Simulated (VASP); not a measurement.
Output of a VASP run:

### OSZICAR
```
       N       E                     dE             d eps       ncg     rms          rms(c)
DAV:   1     0.270339928067E+03    0.27034E+03   -0.24371E+04   928   0.189E+03
DAV:   2    -0.371806561514E+02   -0.30752E+03   -0.29952E+03  1219   0.400E+02
DAV:   3    -0.501200262690E+02   -0.12939E+02   -0.12919E+02  1205   0.782E+01
DAV:   4    -0.503300089541E+02   -0.20998E+00   -0.20992E+00  1293   0.948E+00
DAV:   5    -0.503353149629E+02   -0.53060E-02   -0.53058E-02  1286   0.875E-01    0.930E+01
DAV:   6    -0.442216232055E+02    0.61137E+01   -0.33107E+01  1011   0.390E+01    0.737E+01
DAV:   7    -0.441456873028E+02    0.75936E-01   -0.17744E+00  1199   0.993E+00    0.294E+01
DAV:   8    -0.441314459027E+02    0.14241E-01   -0.64725E-02  1192   0.210E+00    0.231E+00
DAV:   9    -0.441287346867E+02    0.27112E-02   -0.20796E-02  1166   0.101E+00    0.155E+00
DAV:  10    -0.441282984175E+02    0.43627E-03   -0.34237E-03  1145   0.435E-01    0.137E-01
DAV:  11    -0.441283047627E+02   -0.63453E-05   -0.26254E-04  1151   0.124E-01    0.142E-01
DAV:  12    -0.441283072458E+02   -0.24831E-05   -0.54085E-05  1392   0.516E-02    0.370E-02
DAV:  13    -0.441283079037E+02   -0.65791E-06   -0.20979E-06  1008   0.113E-02
   1 F= -.27234039E+02 E0= -.27234039E+02  d E =-.272340E+02
```

File OUTCAR:
```
------------------------ aborting loop because EDIFF is reached ----------------------------------------
  FORCE on cell =-STRESS in cart. coord.  units (eV):
  Direction    XX          YY          ZZ          XY          YZ          ZX
  --------------------------------------------------------------------------------------
  Total       16.8606671     16.8606671     16.8606671      0.0000000     -0.0000000      0.0000000
  in kB      449.1049643    449.1049643    449.1049643      0.0000000     -0.0000000      0.0000000
  external PRESSURE =      -0.8950357 kB  Pullay stress =     450.0000000 kB
  volume of cell :       60.15
      direct lattice vectors                 reciprocal lattice vectors
     3.918132874  0.000000000  0.000000000     0.255223606  0.000000000  0.000000000
     0.000000000  3.918132874  0.000000000     0.000000000  0.255223606  0.000000000
     0.000000000  0.000000000  3.918132874     0.000000000  0.000000000  0.255223606
 POSITION                                       TOTAL-FORCE (eV/Angst)
 -----------------------------------------------------------------------------------
      0.00000      0.00000      0.00000         0.000000      0.000000      0.000000
      1.95907      1.95907      1.95907         0.000000      0.000000      0.000000
      1.95907      0.00000      1.95907         0.000000      0.000000      0.000000
      0.00000      1.95907      1.95907         0.000000      0.000000      0.000000
      1.95907      1.95907      0.00000         0.000000      0.000000      0.000000
 -----------------------------------------------------------------------------------
    total drift:                                0.000000     -0.000000     -0.000000
  FREE ENERGIE OF THE ION-ELECTRON SYSTEM (eV)
  ---------------------------------------------------
  free  energy   TOTEN  =       -44.1283079037 eV

  energy  without entropy=      -44.1283079037  energy(sigma->0) =      -44.12830790
  enthalpy is  TOTEN    =       -27.2340386536 eV   P V=       16.8942692501

 reached required accuracy - stopping structural energy minimisation
```
(Selected blocks of OUTCAR.)

**POSCAR**
```
BaHfO3
1
    3.9181328745     0.0000000000     0.0000000000
   -0.0000000000     3.9181328745    -0.0000000000
    0.0000000000     0.0000000000     3.9181328745
Ba Hf O
1 1 3
Direct
  0.0000000000   0.0000000000   0.0000000000
  0.5000000000   0.5000000000   0.5000000000
  0.5000000000   0.0000000000   0.5000000000
  0.0000000000   0.5000000000   0.5000000000
  0.5000000000   0.5000000000   0.0000000000
```

Task: Write an INCAR and KPOINTS that could have produced this output.

Result: This is not unique; one that fits is the input of the run itself, PBEsol GGA, plane waves, VASP's PBE PAW potentials (set 64).

KPOINTS:
```
Automatic mesh
0
Gamma
6 6 6
0 0 0
```

**INCAR**
```
! general
SYSTEM  = BaHfO3
PREC    = Accurate
ENCUT   = 620   ! plane-wave cut-off (eV)
LREAL   = .FALSE.
LASPH   = .TRUE.   ! aspherical one-centre terms

! electronic loop
EDIFF   = 1E-6   ! SCF stop (eV)
NELM    = 100   ! most electronic steps
ALGO    = Normal
LMAXMIX = 6   ! l cut-off of mixed one-centre charges

! smearing
ISMEAR  = 0
SIGMA   = 0.05   ! width (eV)

! functional
GGA     = PS   ! PBEsol

! ions
IBRION  = 2
NSW     = 40
ISIF    = 3   ! ions, shape and volume
EDIFFG  = -0.02   ! ionic stop
PSTRESS = 450   ! kbar

! output
LWAVE   = .FALSE.
LCHARG  = .FALSE.
```

POTCAR, in this order: Ba_sv Hf_pv O (PBE.64 set). Program: vasp_std.

The compound is BaHfO3 in the cubic perovskite structure. It was relaxed first under an external pressure of 45 GPa.
